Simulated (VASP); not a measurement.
All values below come from r2SCAN meta-GGA, VASP's PBE PAW potentials (set 64) (plane waves; VASP 6.6.1).

Input for VASP

**POSCAR**
```
NaI(110) slab
1
    4.5587691966     0.0000000000     0.0000000000
    0.0000000000     6.4470730483     0.0000000000
    0.0000000000     0.0000000000    24.0643847184
Na I
4 4
Direct
  0.0000000000   0.0000000000   0.3700447770
  0.5000000000   0.5000000000   0.4446790351
  0.0000000000   0.0000000000   0.5553209649
  0.5000000000   0.5000000000   0.6299552230
  0.5000000000   0.0000000000   0.4557782099
  0.0000000000   0.5000000000   0.3554392857
  0.5000000000   0.0000000000   0.6445607143
  0.0000000000   0.5000000000   0.5442217901
```

INCAR:
```
SYSTEM  =  NaI(110) slab
PREC  =  Normal; ENCUT  =  400; LREAL  =  .False.
LASPH  =  .True.
EDIFF  =  1E-6; NELM  =  100; NELMIN  =  4
ALGO  =  Normal; LMAXMIX  =  4; LMIXTAU  =  .True.
ISMEAR  =  0; SIGMA  =  0.05
METAGGA  =  R2SCAN
LWAVE  =  .False.; LCHARG  =  .False.; LORBIT  =  11
LVHAR  =  .True.
DIPOL  =  0.5 0.5 0.5
LDIPOL  =  .True.; IDIPOL  =  3
```

KPOINTS:
```
Automatic mesh
0
Gamma
5 3 1
0 0 0
```

POTCAR, in this order: Na_pv I (PBE.64 set). Program: vasp_std. Read from the step before: WAVECAR.

The run wrote:

**OUTCAR**
```
 ion  position               nearest neighbor table
   1  0.000  0.000  0.370-   5 3.07   5 3.07
   2  0.500  0.500  0.445-   6 3.13   6 3.13
   3  0.000  0.000  0.555-   7 3.13   7 3.13
   4  0.500  0.500  0.630-   8 3.07   8 3.07
   5  0.500  0.000  0.456-   1 3.07   1 3.07
   6  0.000  0.500  0.355-   2 3.13   2 3.13
   7  0.500  0.000  0.645-   3 3.13   3 3.13
   8  0.000  0.500  0.544-   4 3.07   4 3.07
  LATTYP: Found a simple orthorhombic cell.
 ALAT       =     4.5587691966
 B/A-ratio  =     1.4142135235
 C/A-ratio  =     5.2787021410
 Subroutine PRICEL returns:
 Original cell was already a primitive cell.
 Subroutine GETGRP returns: Found  8 space group operations
The static configuration has the point symmetry C_2v.
 The point group associated with its full space group is D_2h.
The dynamic configuration has the point symmetry C_2v.
 Subroutine INISYM returns: Found  8 space group operations
 Subroutine IBZKPT returns following result:
 Found      6 irreducible k-points:

 Following reciprocal coordinates:
            Coordinates               Weight
  0.000000  0.000000  0.000000      1.000000
  0.200000  0.000000  0.000000      2.000000
  0.400000  0.000000  0.000000      2.000000
  0.000000  0.333333  0.000000      2.000000
  0.200000  0.333333  0.000000      4.000000
  0.400000  0.333333  0.000000      4.000000
   k-points           NKPTS =      6   k-points in BZ     NKDIM =      6   number of bands    NBANDS=     33
   number of dos      NEDOS =    301   number of ions     NIONS =      8
   total plane-waves  NPLWV =  92160
   dimension x,y,z NGX =    24 NGY =   32 NGZ =  120
   dimension x,y,z NGXF=    48 NGYF=   64 NGZF=  240
   ions per type =               4   4
   PREC   = normal    normal or accurate (medium, high low for compatibility)
   ISTART =      1    job   : 0-new  1-cont  2-samecut
   ICHARG =      0    charge: 1-file 2-atom 10-const
...
```

### OSZICAR
```
       N       E                     dE             d eps       ncg     rms          rms(c)
DAV:   1    -0.123493049473E+03   -0.12349E+03   -0.12430E-05   341   0.252E-02    0.169E-03
DAV:   2    -0.123493049648E+03   -0.17512E-06   -0.12919E-06   309   0.107E-02    0.159E-03
DAV:   3    -0.123493050097E+03   -0.44860E-06   -0.27948E-07   284   0.538E-03    0.150E-03
DAV:   4    -0.123493049031E+03    0.10650E-05   -0.68592E-07   252   0.747E-03    0.821E-04
DAV:   5    -0.123493049121E+03   -0.89791E-07   -0.69638E-07   252   0.732E-03
   1 F= -.12349305E+03 E0= -.12349305E+03  d E =-.150091E-14
```

**OUTCAR**
```
------------------------ aborting loop because EDIFF is reached ----------------------------------------
  FORCE on cell =-STRESS in cart. coord.  units (eV):
  Direction    XX          YY          ZZ          XY          YZ          ZX
  --------------------------------------------------------------------------------------
  Total        1.1801192     -2.4366573      0.0829899      0.0000000      0.0000000      0.0000000
  in kB        2.6733234     -5.5197586      0.1879970      0.0000000      0.0000000      0.0000000
  external PRESSURE =      -0.8861461 kB  Pullay stress =       0.0000000 kB
  volume of cell :      707.27
      direct lattice vectors                 reciprocal lattice vectors
     4.558769197  0.000000000  0.000000000     0.219357453  0.000000000  0.000000000
     0.000000000  6.447073048  0.000000000     0.000000000  0.155109147  0.000000000
     0.000000000  0.000000000 24.064384718     0.000000000  0.000000000  0.041555187
 POSITION                                       TOTAL-FORCE (eV/Angst)
 -----------------------------------------------------------------------------------
      0.00000      0.00000      8.90490         0.000000      0.000000     -0.016290
      2.27938      3.22354     10.70093         0.000000      0.000000     -0.025841
      0.00000      0.00000     13.36346         0.000000      0.000000      0.025841
      2.27938      3.22354     15.15948         0.000000      0.000000      0.016290
      2.27938      0.00000     10.96802         0.000000      0.000000     -0.005516
      0.00000      3.22354      8.55343         0.000000      0.000000     -0.024494
      2.27938      0.00000     15.51096         0.000000      0.000000      0.024494
      0.00000      3.22354     13.09636         0.000000      0.000000      0.005516
 -----------------------------------------------------------------------------------
    total drift:                                0.000000      0.000000      0.000000
  FREE ENERGIE OF THE ION-ELECTRON SYSTEM (eV)
  ---------------------------------------------------
  free  energy   TOTEN  =      -123.4930491213 eV

  energy  without entropy=     -123.4930491213  energy(sigma->0) =     -123.49304912

 total charge

# of ion       s       p       d       tot
------------------------------------------
    1        0.034   5.972   0.000   6.006
    2        0.036   5.975   0.000   6.011
    3        0.036   5.975   0.000   6.011
    4        0.034   5.972   0.000   6.006
    5        1.493   2.905   0.003   4.400
    6        1.492   2.885   0.002   4.378
    7        1.492   2.885   0.002   4.378
    8        1.493   2.905   0.003   4.400
--------------------------------------------------
tot          6.107  35.473   0.009  41.590
```
(Selected blocks of OUTCAR.)

The cell is a thin slab with vacuum, built from NaI (rock salt): (110) face.
